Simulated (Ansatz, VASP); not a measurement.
# WI in VASP and in Ansatz

The input INCAR:

```
PREC = Accurate
ENCUT = 600
EDIFF = 1E-6
ISMEAR = 0
SIGMA = 0.1
LREAL = F
LASPH = T
NELM = 100
ALGO = Normal
ISIF = 3
LWAVE = F
LCHARG = F
GGA = PE
IBRION = 2
NSW = 90
EDIFFG = -0.04
```

Contents of KPOINTS:

```
Automatic mesh
0
Gamma
  6 6 6
```

POSCAR

```
WI
1.0
    1.7262266641      0.9966374292      5.4983515969
   -1.7262266641      0.9966374292      5.4983515969
    0.0000000000     -1.9932748584      5.4983515969
W I
1 1
Direct
    0.0000000000      0.0000000000      0.0000000000
    0.5000000000      0.5000000000      0.5000000000
```

Input for Ansatz:

```yaml
crystal:
  lattice:
    - [1.7262266641, 0.9966374292, 5.4983515969]
    - [-1.7262266641, 0.9966374292, 5.4983515969]
    - [0.0, -1.9932748584, 5.4983515969]
  atoms:
    - { symbol: W, position: [0.0, 0.0, 0.0] }
    - { symbol: I, position: [0.5, 0.5, 0.5] }
basis:
  ecutwfc: 420
kpoints:
  mp_grid: { grid: [6, 6, 6] }
hamiltonian:
  xc: pbe
scf:
  occupations: { method: gaussian, width: 0.1 }
  lower_state_search: "off"
output:
  forces: true
  stress: true
  eigenvalues: true
relax:
  adjacent_minimum: "off"
  f_tol: 0.04
  max_steps: 70
  cell: { stress_tol: 0.4 }
```

Alike in both runs: task relaxation of cell and atoms; functional PBE; k mesh 6 × 6 × 6; occupations gaussian, width 0.1 eV; no spin polarisation.

|  | VASP | Ansatz |
| --- | --- | --- |
| version | VASP 6.6.1 | Ansatz 0.2.0 |
| potentials or method | VASP PAW PBE potentials, release 64 (W_sv, I) | scalar-relativistic, plane waves, PAW |
| plane-wave cutoff (eV) | 600 | 420 |
| valence electrons in the cell | 21 | 31 |

Ansatz gave:

- gap on the k mesh at the Fermi level, each at its own relaxed structure (eV): none
- relaxed volume (Å³/atom): 20.02
- relaxed cell length with the largest relative difference (Å): 4.733
- energy change over the relaxation (meV/atom): -791

Task: Which values does VASP return?

Result: gap on the k mesh at the Fermi level, each at its own relaxed structure (eV): none; relaxed volume (Å³/atom): 20.03; relaxed cell length with the largest relative difference (Å): 4.739; energy change over the relaxation (meV/atom): -792.

A gap of «none» marks a metal or a gap that the smearing closes. The two sets of potentials don't hold the same shells in valence.

Caveats: the volume moved by over 15 % at a fixed basis, so the end points are rough (VASP); an odd number of electrons without spin polarisation forces a metal; a magnetic or distorted state may lie lower. Spin-orbit coupling is left out, which matters for the levels of I, W.
